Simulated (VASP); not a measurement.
Level of theory: PBEsol GGA, VASP's PBE PAW potentials (set 64) (plane waves; VASP).

The input files of a VASP run:

File KPOINTS:
```
kpoints
0
Gamma
 7 7 4
0 0 0
```

### INCAR
```
SYSTEM=InGaN2
PREC=Accurate; ENCUT=520; LREAL=F
LASPH=T
EDIFF=1E-6; NELM=100; ALGO=Normal
LMAXMIX=4
ISMEAR=0; SIGMA=0.05
GGA=PS
IBRION=2; NSW=60; ISIF=3
EDIFFG=-0.02
LWAVE=F; LCHARG=F
```

POSCAR:
```
InGaN2
1
    3.3572444239    -0.0000000000    -0.0000000000
   -1.6786222119     2.9074584813     0.0000000000
   -0.0000000000    -0.0000000000     5.4926374081
In Ga N
1 1 2
Direct
  1.0000000000   0.0000000000   0.9976359157
  0.6666670000   0.3333330000   0.4959757142
  0.6666670000   0.3333330000   0.1456856917
  0.0000000000   0.0000000000   0.6023026784
```

POTCAR, in this order: In_d Ga_d N (PBE.64 set). Program: vasp_std.

What VASP printed:

File OSZICAR:
```
       N       E                     dE             d eps       ncg     rms          rms(c)
DAV:   1     0.325407365022E+03    0.32541E+03   -0.18042E+04  1232   0.262E+03
DAV:   2     0.142758493473E+02   -0.31113E+03   -0.30183E+03  1394   0.533E+02
DAV:   3    -0.263336549533E+02   -0.40610E+02   -0.39993E+02  1464   0.179E+02
DAV:   4    -0.282666370775E+02   -0.19330E+01   -0.19257E+01  1694   0.402E+01
DAV:   5    -0.283180556301E+02   -0.51419E-01   -0.51398E-01  1658   0.595E+00    0.125E+01
DAV:   6    -0.243666017401E+02    0.39515E+01   -0.16104E+01  2350   0.595E+01    0.813E+00
DAV:   7    -0.244546749399E+02   -0.88073E-01   -0.17415E+00  1304   0.110E+01    0.300E+00
DAV:   8    -0.244157911689E+02    0.38884E-01   -0.13390E-01  2102   0.457E+00    0.151E+00
DAV:   9    -0.244012878953E+02    0.14503E-01   -0.27497E-02  1996   0.268E+00    0.282E-01
DAV:  10    -0.244013218086E+02   -0.33913E-04   -0.23353E-03  1660   0.579E-01    0.182E-01
DAV:  11    -0.244014595744E+02   -0.13777E-03   -0.99129E-04  2070   0.380E-01    0.549E-02
DAV:  12    -0.244014412590E+02    0.18315E-04   -0.20824E-04  1942   0.208E-01    0.195E-02
DAV:  13    -0.244014414689E+02   -0.20991E-06   -0.31380E-05  1688   0.555E-02    0.860E-03
DAV:  14    -0.244014420013E+02   -0.53239E-06   -0.31559E-06  1258   0.172E-02
   1 F= -.24401442E+02 E0= -.24401442E+02  d E =-.244014E+02
       N       E                     dE             d eps       ncg     rms          rms(c)
DAV:   1    -0.244019362241E+02   -0.49476E-03   -0.29397E-02  1726   0.212E+00    0.148E-01
DAV:   2    -0.244016514097E+02    0.28481E-03   -0.15731E-03  1950   0.713E-01    0.618E-02
DAV:   3    -0.244015601578E+02    0.91252E-04   -0.17550E-04  1824   0.299E-01    0.283E-02
DAV:   4    -0.244015509358E+02    0.92220E-05   -0.48282E-05  1998   0.827E-02    0.118E-02
DAV:   5    -0.244015512400E+02   -0.30423E-06   -0.59157E-06  1362   0.305E-02
   2 F= -.24401551E+02 E0= -.24401551E+02  d E =-.109239E-03
```

File OUTCAR:
```
------------------------ aborting loop because EDIFF is reached ----------------------------------------
  FORCE on cell =-STRESS in cart. coord.  units (eV):
  Direction    XX          YY          ZZ          XY          YZ          ZX
  --------------------------------------------------------------------------------------
  Total        0.0037219      0.0037219      0.0615653      0.0000000      0.0000000     -0.0000000
  in kB        0.1113341      0.1113341      1.8416130      0.0000000      0.0000000     -0.0000000
  external PRESSURE =       0.6880937 kB  Pullay stress =       0.0000000 kB
  volume of cell :       53.56
      direct lattice vectors                 reciprocal lattice vectors
     3.355054568 -0.000000000 -0.000000000     0.298057745  0.172083748 -0.000000000
    -1.677527284  2.905562011  0.000000000     0.000000000  0.344167495 -0.000000000
     0.000000000  0.000000000  5.494373815     0.000000000  0.000000000  0.182004362
 POSITION                                       TOTAL-FORCE (eV/Angst)
 -----------------------------------------------------------------------------------
      3.35505     -0.00000      5.48028         0.000000     -0.000000     -0.016191
      1.67753      0.96852      2.72434         0.000000     -0.000000      0.000056
      1.67753      0.96852      0.80216        -0.000000      0.000000      0.009468
      0.00000      0.00000      3.30941         0.000000     -0.000000      0.006668
 -----------------------------------------------------------------------------------
    total drift:                               -0.001521      0.000873     -0.000245
  FREE ENERGIE OF THE ION-ELECTRON SYSTEM (eV)
  ---------------------------------------------------
  free  energy   TOTEN  =       -24.4015512400 eV

  energy  without entropy=      -24.4015512123  energy(sigma->0) =      -24.40155123

 reached required accuracy - stopping structural energy minimisation
```
(Selected blocks of OUTCAR.)

### CONTCAR
```
InGaN2
   1.00000000000000
     3.3550545680312638   -0.0000000000000377   -0.0000000000000000
    -1.6775272839656972    2.9055620114195189    0.0000000000000000
     0.0000000000000000    0.0000000000000000    5.4943738145703946
  In              Ga              N
     1     1     2
Direct
     1.0000000000000000    0.0000000000000000    0.9974355405818636
     0.6666669999999968    0.3333330000000032    0.4958416953383610
     0.6666669999999968    0.3333330000000032    0.1459965707372164
     0.0000000000000000    0.0000000000000000    0.6023261933425643
```

The structure comes from a computed database's InGaN2 entry (P3m1); how it stands against other phases isn't given here. This run relaxes it. Symmetry was kept, so distortions that lower it aren't found. The start is the result of an earlier pass.
